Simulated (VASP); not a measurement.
A VASP calculation is set up with these files.

### KPOINTS
```
kpoints
0
G
7 7 7
0 0 0
```

INCAR:
```
SYSTEM = LaIn3
PREC = Accurate
ENCUT = 300
EDIFF = 1E-6
NELM = 100
ALGO = Normal
LREAL = .FALSE.
LASPH = .TRUE.
ISMEAR = -1
SIGMA = 0.05
GGA = PS
LMAXMIX = 6
LWAVE = .FALSE.
LCHARG = .FALSE.
ISIF = 2
```

### POSCAR
```
LaIn3
1
    4.6519070000     0.0000000000     0.0000000000
    0.0000000000     4.6519070000     0.0000000000
    0.0000000000     0.0000000000     4.6519070000
In La
3 1
Direct
  0.0000000000   0.5000000000   0.5000000000
  0.5000000000   0.5000000000   0.0000000000
  0.5000000000   0.0000000000   0.5000000000
  0.0000000000   0.0000000000   0.0000000000
```

POTCAR, in this order: In_d La (PBE.64 set). Program: vasp_std.

Task: Translate this PBEsol calculation to Quantum ESPRESSO's pw.x.

Result: One equivalent input (not run):
```
&CONTROL
  calculation = 'scf'
  pseudo_dir = './pseudo'
  outdir = './out'
  tprnfor = .true.
  tstress = .true.
/
&SYSTEM
  ibrav = 0
  nat = 4
  ntyp = 2
  ecutwfc = 110
  occupations = 'smearing'
  smearing = 'fermi-dirac'
  degauss = 0.003675
  input_dft = 'pbesol'
/
&ELECTRONS
  conv_thr = 7.3e-08
  electron_maxstep = 100
/
ATOMIC_SPECIES
  In 114.818 In.upf
  La 138.905 La.upf
CELL_PARAMETERS angstrom
     4.6519070    0.0000000    0.0000000
     0.0000000    4.6519070    0.0000000
     0.0000000    0.0000000    4.6519070
ATOMIC_POSITIONS crystal
  In   0.0000000  0.5000000  0.5000000
  In   0.5000000  0.5000000  0.0000000
  In   0.5000000  0.0000000  0.5000000
  La   0.0000000  0.0000000  0.0000000
K_POINTS automatic
  7 7 7 0 0 0
```
Limits of the translation: the potentials are each code's own (VASP's PAW set, PseudoDojo norm-conserving files in pw.x), so ENCUT and ecutwfc are chosen apart and not converted; conv_thr bounds pw.x's estimated SCF error, while EDIFF bounds the energy change between steps.

The structure was generated: LaIn3 was put into an ordered model structure, which need not be its known phase. The cell was not relaxed at this level.
